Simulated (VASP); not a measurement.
An input for Ansatz (written as the equivalent of a VASP run, and not itself run):

Ansatz 0.2 input:
```yaml
crystal:
  lattice:
    - [1.8424825, -3.1912731, 0.0000000]
    - [1.8424825, 3.1912731, 0.0000000]
    - [0.0000000, 0.0000000, 6.6226147]
  atoms:
    - { symbol: Hf, position: [0.0000000, 0.0000000, 0.0000000] }
    - { symbol: S, position: [0.3333330, 0.6666670, 0.2199339] }
    - { symbol: S, position: [0.6666670, 0.3333330, 0.7800661] }
kpoints:
  mp_grid: { grid: [6, 6, 4] }
hamiltonian:
  xc: pbe
  pseudopotentials: { kind: paw }
scf:
  occupations: { method: gaussian, width: 0.05 }
  max_iter: 100
output: { forces: true, stress: true, eigenvalues: true }
```

Problem. Translate this input to VASP (INCAR, KPOINTS, POSCAR, choice of POTCAR).

Solution. One answer among several that fit: 
### POSCAR
```
HfS2
13.2452290
  0.1391053730  -0.2409375569   0.0000000000
  0.1391053730   0.2409375569   0.0000000000
  0.0000000000   0.0000000000   0.5000000147
Hf S
1 2
Cart
  0.0000000000   0.0000000000   0.0000000000
  0.1391053730   0.0803126796   0.1099669430
  0.1391053730  -0.0803126796   0.3900330717
```

**INCAR**
```
# general
SYSTEM   =  HfS2
PREC     =  Accurate
ENCUT    =  480   # plane-wave cut-off (eV)
LREAL    =  F   # projection in real space or not
LASPH    =  T   # aspherical one-centre terms

# electronic loop
EDIFF    =  1E-7   # SCF stop (eV)
NELM     =  100
ALGO     =  Normal
LMAXMIX  =  6   # l cut-off of mixed one-centre charges

# smearing
ISMEAR   =  0   # Gaussian
SIGMA    =  0.05

# functional
GGA      =  PE   # PBE

# ions
ISIF     =  2

# output
LWAVE    =  F
LCHARG   =  F
```

File KPOINTS:
```
Automatic mesh
0
Gamma
6 6 4
0 0 0
```

POTCAR, in this order: Hf_pv S (PBE.64 set). Program: vasp_std.

What does not carry over: each code has its own PAW files, so the cut-off isn't converted (ENCUT is set for VASP's; basis.ecutwfc is left out, and Ansatz then takes the one that its files recommend); Ansatz stops its SCF on the density residual and VASP on the energy change (EDIFF).

The compound is HfS2 in the 1T layered structure. This cell was strained or had an atom moved on purpose.
